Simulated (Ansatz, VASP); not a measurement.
# Two plane-wave programs on Ta2F

```xyz
3
Lattice="2.9298 0.0000 0.0000 -1.4649 2.5372 0.0000 0.0000 0.0000 4.9693" Properties=species:S:1:pos:R:3 pbc="T T T"
Ta    0.0000    1.6915    3.7625
Ta    1.4649    0.8457    1.2068
F     0.0000    0.0000    0.0000
```

Alike in both runs: task single point; functional PBE; k mesh 6 × 6 × 4; occupations gaussian, width 0.1 eV; no spin polarisation.

```csv
,VASP,Ansatz
version,VASP 6.6.1,Ansatz 0.2.0
potentials or method,"VASP PAW PBE potentials, release 64 (Ta_pv, F)","scalar-relativistic, plane waves, PAW"
plane-wave cutoff (eV),520,420
valence electrons in the cell,29,33
```

|  | VASP | Ansatz | Ansatz less VASP |
| --- | --- | --- | --- |
| gap on the k mesh at the Fermi level (eV) | none | none | - |
| rms of the force components (eV/Å) | 3.042 | 2.993 | -0.0491 |

Atom by atom the forces differ by 0.049 eV/Å (rms over components). A gap of «none» marks a metal or a gap that the smearing closes. With one functional, cell and mesh, what is left measures potentials, basis and numerics. The two sets of potentials don't hold the same shells in valence.

Caveats: the k mesh is coarse (spacing up to 0.41 Å⁻¹), so the values aren't converged; an odd number of electrons without spin polarisation forces a metal; a magnetic or distorted state may lie lower. Spin-orbit coupling is left out, which matters for the levels of Ta.
